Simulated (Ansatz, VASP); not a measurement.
# BAs in two plane-wave programs

Wanted: the spread between two codes on one cell, functional and k mesh. The cell is taken from a series of runs on this material, whose earlier steps may have relaxed, scaled, displaced or heated it; both programs get it as it stands.

Main program and level: Ansatz 0.2.0; plane waves, with VASP 6.6.1 beside it; zone-centre phonons at PBE.

**1. Set-up**

Symmetry: F-43m, No. 216, cubic system. Conventional cell: a = 4.809 Å, b = 4.809 Å, c = 4.809 Å, α = 90.00°, β = 90.00°, γ = 90.00°. B has 4 As at 2.08 Å nearest. As has 4 B at 2.08 Å nearest. Farther neighbours are not listed.

**2. Ansatz: zone-centre phonons, PBE**

Ansatz runs on its PAW soft_1 files.

Second derivatives magnify differences that forces hide, and they need a tight electronic threshold.

Contents of input.yaml:

```yaml
crystal:
  lattice:
    - [0.0, 2.4046637565, 2.4046637565]
    - [2.4046637565, 0.0, 2.4046637565]
    - [2.4046637565, 2.4046637565, 0.0]
  atoms:
    - { symbol: B, position: [0.0, 0.0, 0.0] }
    - { symbol: As, position: [0.25, 0.25, 0.25] }
kpoints:
  mp_grid: { grid: [12, 12, 12] }
hamiltonian:
  xc: pbe
  pseudopotentials: { kind: paw, azcp: { folder: soft_1 } }
scf:
  occupations: { method: fixed }
output:
  eigenvalues: true
phonons:
  method: dfpt
  dielectric: true
  rigid_motions: translations
  raman: true
```

The run is started by

```console
$ ansatz run input.yaml --threads 8 --pin off --max-ram 16384MiB --backend cpu --events-out ev --progress --plain --runs-dir out
```

Numbers of over 12 decimals in the logs are rounded to 6 here.

The program printed:

```text
Engine: ansatz 0.2.0, x86_64-unknown-linux-gnu
Pseudopotentials: kind: paw
Pseudopotential: B, paw, valence charge 3, recommended cutoff 420 eV (normal), soft_1/B.paw.azcp
Pseudopotential: As, paw, valence charge 15, recommended cutoff 420 eV (normal), soft_1/As.paw.azcp
Functional definition: PBE
  parameter kappa = 0.804
  parameter beta = 0.066725
  exchange = pbe_x(kappa = kappa, mu = beta*pi^2/3)
  correlation = pbe_c(beta = beta)
Crystal: 2 atoms, lattice volume = 27.809 Å³
Basis set: ecut = 420 eV, 537 PW (Γ), exchange–correlation on 48×48×48 points (8 copies of the dense FFT grid, shifted against one another)
Bands: 13, of which v1, the nominal top of the filled ones, is band 9 counted from 1 (8 counted from 0)
Symmetry: 24 space group operations
k-points: 280 of 1728 (irreducible under 4 space group operations, time reversal used)
Non-local potential: B, projectors of the file, l = 0: 2, l = 1: 2, l = 2: 1
Non-local potential: As, projectors of the file, l = 0: 2, l = 1: 2, l = 2: 3, l = 3: 1
PAW form: soft (Blöchl's): semilocal exchange-correlation on the pseudo side does not see the compensation charge
PAW one-centre angular grid: B, 110 points (default); XC on 64 Gauss nodes
PAW one-centre angular grid: As, 590 points (default); XC on 64 Gauss nodes
Initial density: superposition of atomic densities (chi_scale 0.1, normalization cell, long waves kept (reshape's long-wave potential 0.00 eV rms))
Initial wavefunctions: pseudopotential atomic-orbital guess
Functional: x = pbe(κ = 0.804, μ = 0.219515), c = pbe(β = 0.066725)
SCF iter   1: F=—  HF=-5012.713308 eV  |F-HF|=—  |Δ(HF+E_count)|=         —  Δρ=7.54e-2  dr2=2.06e0  ethr=3.10e-3  ⟨swp⟩=4.4  Hψ=18511  notcnv=0  defer=302
preconditioner: auto → none  [insulator: Δε(μ)=1.740 eV  Ē_g=12.274 eV  n_scr=8 (ndim 8)  ℏωp=19.9 eV  f_vac=0.000  ε∞_Penn≈3.6]
SCF iter   2: F=—  HF=-5012.143663 eV  |F-HF|=—  |Δ(HF+E_count)|=   5.70e-1  Δρ=2.54e-2  dr2=1.58e-1  ethr=3.10e-3  ⟨swp⟩=2.5  Hψ=7966  notcnv=0  defer=438
SCF iter   3: F=—  HF=-5012.112718 eV  |F-HF|=—  |Δ(HF+E_count)|=   3.09e-2  Δρ=1.11e-2  dr2=2.32e-2  ethr=8.78e-4  ⟨swp⟩=2.4  Hψ=5690  notcnv=0  defer=521
SCF iter   4: F=—  HF=-5012.112468 eV  |F-HF|=—  |Δ(HF+E_count)|=   2.50e-4  Δρ=4.32e-3  dr2=4.04e-3  ethr=1.29e-4  ⟨swp⟩=2.9  Hψ=5954  notcnv=0  defer=541
SCF iter   5: F=—  HF=-5012.111792 eV  |F-HF|=—  |Δ(HF+E_count)|=   6.77e-4  Δρ=9.16e-4  dr2=1.66e-4  ethr=2.25e-5  ⟨swp⟩=3.0  Hψ=6719  notcnv=0  defer=545
SCF iter   6: F=—  HF=-5012.111813 eV  |F-HF|=—  |Δ(HF+E_count)|=   2.09e-5  Δρ=1.11e-4  dr2=2.23e-6  ethr=9.22e-7  ⟨swp⟩=3.0  Hψ=6620  notcnv=0  defer=515
SCF iter   7: F=—  HF=-5012.111814 eV  |F-HF|=—  |Δ(HF+E_count)|=   1.83e-6  Δρ=7.48e-6  dr2=1.07e-8  ethr=1.24e-8  ⟨swp⟩=2.0  Hψ=4760  notcnv=0
SCF iter   8: F=—  HF=-5012.111814 eV  |F-HF|=—  |Δ(HF+E_count)|=   2.06e-8  Δρ=5.23e-7  dr2=6.57e-11  ethr=1.00e-12  ⟨swp⟩=7.0  Hψ=24827  notcnv=0
SCF iter   9: F=-5012.111814 eV  HF=-5012.111814 eV  |F-HF|=1.82e-12  |Δ(HF+E_count)|=  4.18e-11  Δρ=5.29e-8  dr2=6.73e-13  ethr=1.00e-12  ⟨swp⟩=6.0  Hψ=15300  notcnv=0
SCF 1 converged in 9 iterations: F = -5012.111814 eV  dr2 = 6.73e-13
  greatest PAW one-centre occupation: 0.999 electrons in one spin orbital (limit 2), on the As atom at site 1 (counted from 0), in its partial waves of l = 2
NSCF: frozen V_eff on 1 k-points
DFPT response loops at Γ: preconditioner auto → none (the input reference at scf.mixing.eps_inf says where Resta's filter doesn't serve); β = 0.50; Broyden in place of MSR1
── the response to a field inside a basis, on 12×12×12 k-points: an SCF that follows is theirs, and a resumed run solves both again ──
Bands: 10, of which v1, the nominal top of the filled ones, is band 9 counted from 1 (8 counted from 0)
k-points: 182
Initial density: handed on by an earlier stage of this run
Initial wavefunctions: pseudopotential atomic-orbital guess (no wavefunctions were taken with the density)
Eigensolver: Dense (182 Hₖ)
SCF iter   1: F=—  HF=-5012.111093 eV  |F-HF|=—  |Δ(HF+E_count)|=         —  Δρ=1.13e-4  dr2=9.03e-7  ethr=1.00e-1
preconditioner: auto → none  [insulator: Δε(μ)=1.311 eV  Ē_g=9.573 eV  n_scr=8 (ndim 8)  ℏωp=19.9 eV  f_vac=0.001  ε∞_Penn≈5.3]
SCF iter   2: F=—  HF=-5012.111094 eV  |F-HF|=—  |Δ(HF+E_count)|=   1.06e-6  Δρ=6.15e-5  dr2=2.99e-7  ethr=5.02e-9
SCF iter   3: F=—  HF=-5012.111095 eV  |F-HF|=—  |Δ(HF+E_count)|=   4.56e-7  Δρ=1.19e-5  dr2=2.39e-8  ethr=1.66e-9
SCF iter   4: F=—  HF=-5012.111095 eV  |F-HF|=—  |Δ(HF+E_count)|=  7.01e-10  Δρ=2.52e-6  dr2=1.49e-9  ethr=1.33e-10
SCF iter   5: F=-5012.111095 eV  HF=-5012.111095 eV  |F-HF|=2.36e-11  |Δ(HF+E_count)|=  1.20e-10  Δρ=5.21e-7  dr2=4.15e-11  ethr=8.26e-12
SCF 1 converged in 5 iterations: F = -5012.111095 eV  dr2 = 4.15e-11
DFPT response loops at Γ: mixed as the last ones told, above
DFPT response loops at Γ: mixed as the last ones told, above
SCF converged after 9 iterations
Free energy (F): -5012.111814 eV
Harris-Foulkes:  -5012.111814 eV  (|F-HF|=1.82e-12)
Internal energy: -5012.111814 eV  (E = F + TS)
E sigma→0 (E₀):  -5012.111814 eV
Fermi energy:    10.388457 eV
--- Per-component energies (eV) ---
  E_band       = -222.733567
  E_kinetic    = 146.021876
  E_local      = -1972.481634  (includes V_loc(G=0)·N_el)
  E_nonlocal   = -384.211301
  E_hartree    = 1108.200407
  E_xc         = -103.044118
  E_vxc        = -112.234667  (∫ρ·V_xc dr)
  E_paw        = -2092.422419  (= ΣΔE_a)
  E_vpaw       = -116.228626  (= ΣTr[D̂ρ^β])
  E_aug_tail   = -0.000005  (compensation charges beyond the density's cutoff)
  E_ewald      = -1714.174620
  E_smearing   = -0.000000  (= −TS)
  E_closure    = 0.000000  (closes the sum)
  Σ components = -5012.111814   (vs F -5012.111814, Δ=0.00e0)
--- Band table (eV; the first three rows and the last of 280) ---
  k-point 0: bands = [... 5 lower, -4.8297, 10.3885, 10.3885, 10.3885, 13.6431, 13.6431, 13.6431, 14.8022]
  k-point 1: bands = [... 5 lower, -4.7178, 9.3576, 10.1752, 10.1752, 13.7547, 13.9245, 13.9245, 15.4693]
  k-point 2: bands = [... 5 lower, -4.3857, 7.4645, 9.7225, 9.7225, 13.5943, 14.5137, 14.5137, 16.8537]
  k-point 279: bands = [... 5 lower, -0.6068, 2.4289, 5.0302, 5.3202, 15.6488, 16.2166, 17.1596, 17.3075]
--- Phonons (Γ-DFPT): 2 representative perturbations + reference, on 280 of 1728 k-points (Σ response iterations 6) ---
  k mesh reduced under 4 symmetry operations, with k and −k counted as one. Each operation leaves every solved perturbation unchanged. A smaller set is not considered because the run solves the response to a homogeneous field
  ASR residual: 3.395e-5 → 0.000e0 eV/Å²; symmetrization residual: 4.581e-7 eV/Å²
  ASR residual per site (eV/Å²): 3.39e-5 1.02e-6
  Γ frequencies (cm⁻¹): 0.00 0.00 0.00 677.20 677.20 677.20
  ε∞ (high-frequency dielectric tensor):
        9.858625     0.000000     0.000000
        0.000000     9.858625     0.000000
        0.000000     0.000000     9.858625
  ε⁰ (static dielectric tensor: ions relaxed, cell fixed):
        9.938095     0.000000     0.000000
        0.000000     9.938095     0.000000
        0.000000     0.000000     9.938095
  ε⁰ − ε∞ (ionic part):
        0.079470     0.000000    -0.000000
        0.000000     0.079470    -0.000000
       -0.000000    -0.000000     0.079470
  softest optical mode at Γ: 677.20 cm⁻¹; the repairs (sum rule, projections) moved no ω² at Γ by more than (0.96 cm⁻¹)²
  Born effective charges Z* (e; rows j = field, columns β = displacement):
    site 0:
        -0.44111   -0.00000    0.00000
        -0.00000   -0.44111   -0.00000
         0.00000   -0.00000   -0.44111
    site 1:
         0.44111    0.00000   -0.00000
         0.00000    0.44111    0.00000
        -0.00000    0.00000    0.44111
  Z* charge neutrality: 1.047e-4 e pre-enforcement
  solved inside a basis spanned on kpoints, on 12×12×12 k-points transformed towards the longest dipole: ε∞ is read to err by 2.8e-2, Z* by 1.5e-2 e (field_mesh: kpoints solves on kpoints); Z* is corrected for what the basis lacks
  Raman tensors (in the event stream and the table raman_tensors.tsv): an entry may err by 6.2e-3 Å², one of the second-order susceptibility by 1.5e-2 pm/V (basis, points and sum rule); their sum over the sites missed zero by 1.654e-5 Å² ahead of its enforcement
  optical modes at Γ without the LO–TO term, one row a degenerate level:
      ω (cm⁻¹)  modes    IR ((D/Å)²/amu)  static Raman (Å⁴/amu)  depolarisation
        677.20      3             1.4256              1533.6144           0.750
  optical modes at Γ + LO–TO along q̂ = [1.0000, 0.0000, 0.0000]:
      ω (cm⁻¹)  modes    IR ((D/Å)²/amu)  static Raman (Å⁴/amu)  depolarisation
        677.20      2             0.9504              1022.4096           0.750
        679.93      1             0.4752               543.5193           0.750
  optical modes at Γ + LO–TO along q̂ = [0.0000, 1.0000, 0.0000]:
      ω (cm⁻¹)  modes    IR ((D/Å)²/amu)  static Raman (Å⁴/amu)  depolarisation
        677.20      2             0.9504              1022.4096           0.750
        679.93      1             0.4752               543.5193           0.750
  optical modes at Γ + LO–TO along q̂ = [0.0000, 0.0000, 1.0000]:
      ω (cm⁻¹)  modes    IR ((D/Å)²/amu)  static Raman (Å⁴/amu)  depolarisation
        677.20      2             0.9504              1022.4096           0.750
        679.93      1             0.4752               543.5193           0.750
```

Reading the cycles: dr2 is the Hartree energy of the density residual (eV), the measure of convergence; HF is the Harris–Foulkes estimate of the energy, which meets the free energy F at convergence.

(Continued in part 2 of 2.)

[Lines on the potential files, build, host, timing and source positions are cut from VASP's logs without a mark.]

[Logs are printed without paths, hosts, clocks, repeated set-up lines and the standing remarks that a program may print on its own settings, such as how far it seeks lower states.]

[Hosts, paths, dates, database ids (printed as entryN), source tags and the programs' standing remarks are cut or masked in the printed files.]
